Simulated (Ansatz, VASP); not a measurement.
**One calculation of SbOs, two programs**

```
CELL_PARAMETERS angstrom
2.64728 0.00000 0.00000
0.00000 2.64728 0.00000
0.00000 0.00000 2.64728
ATOMIC_POSITIONS crystal
Os 0.00000 0.00000 0.00000
Sb 0.50000 0.50000 0.50000
```

Change from the starting cell: volume scaled by 0.52, PAW files.

Alike in both runs: task single point; functional PBE; k mesh 12 × 12 × 12; occupations fermi-dirac, width 0.05 eV; no spin polarisation.

|  | VASP | Ansatz |
| --- | --- | --- |
| version | VASP 6.6.1 | Ansatz 0.2.0 |
| potentials or method | VASP PAW PBE potentials, release 64 (Os, Sb) | PAW with Ansatz's default frozen-core files, scalar-relativistic |
| plane-wave cutoff (eV) | 520 | 420 |
| valence electrons in the cell | 13 | 31 |

|  | VASP | Ansatz | Ansatz less VASP |
| --- | --- | --- | --- |
| pressure (GPa) | 593.4 | 570.8 | -22.58 |

The two sets of potentials don't hold the same shells in valence.

Caveats: the cell as given lies far from equilibrium; so large a pressure means that the cell lies far from this level's equilibrium, or that cutoff or potentials fall short (VASP). Spin-orbit coupling is left out, which matters for the levels of Os, Sb.
